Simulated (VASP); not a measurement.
A convergence study with VASP on Bi2Se3 (space group no. 166 when undisturbed): a few settings are varied, all else stays as given below, so the limit is that of these other settings. One atom is moved off its site, so that forces are finite.

```yaml
crystal:
  lattice:
    - [9.66929, -2.08035, 0.00000]
    - [9.66929, 2.08035, 0.00000]
    - [9.22170, 0.00000, 3.57537]
  atoms:
    - { symbol: Bi, position: [0.40274, 0.40274, 0.40274] }
    - { symbol: Bi, position: [0.59900, 0.59900, 0.59900] }
    - { symbol: Se, position: [0.00000, 0.00000, 0.00000] }
    - { symbol: Se, position: [0.21200, 0.21200, 0.21200] }
    - { symbol: Se, position: [0.78800, 0.78800, 0.78800] }
```

Calculation: PBE GGA, VASP's PBE PAW potentials (set 64) (plane waves; VASP 6.6.1). The last row used: 300 eV cut-off, 13×13×13 Γ-centred mesh shifted by (0.5, 0.5, 0.5), Fermi-Dirac smearing of 0.020 eV, potentials Bi_d Se.

Unless said otherwise, spin-orbit coupling is left out, though it shifts the bands of the heavy elements here. Gaps are read on the run's mesh, which can miss a band edge.

```csv
setting,E (eV/atom),pressure (GPa),largest force (eV/Å),gap on the mesh (eV),irreducible k-points
2×2×2 mesh,-3.8785,3.18,0.371,0.688,2
3×3×3 mesh,-4.0272,1.70,0.574,0.522,6
4×4×4 mesh,-4.0327,1.68,0.689,0.439,10
5×5×5 mesh,-4.0308,1.76,0.705,0.393,19
6×6×6 mesh,-4.0298,1.81,0.686,0.363,28
7×7×7 mesh,-4.0297,1.82,0.669,0.343,44
8×8×8 mesh,-4.0299,1.82,0.661,0.330,60
9×9×9 mesh,-4.0300,1.82,0.659,0.321,85
10×10×10 mesh,-4.0300,1.82,0.659,0.314,110
11×11×11 mesh,-4.0300,1.82,0.660,0.309,146
12×12×12 mesh,-4.0299,1.83,0.660,0.305,182
13×13×13 mesh,-4.0299,1.83,0.660,0.302,231
```

Left out are rungs that failed or repeat a setting and relaxations that didn't move; long series are thinned to 24 rows.

The structure is a typed Bi2Se3 crystal (space group no. 166). The cell was not relaxed at this level, it is distorted from the ideal structure.
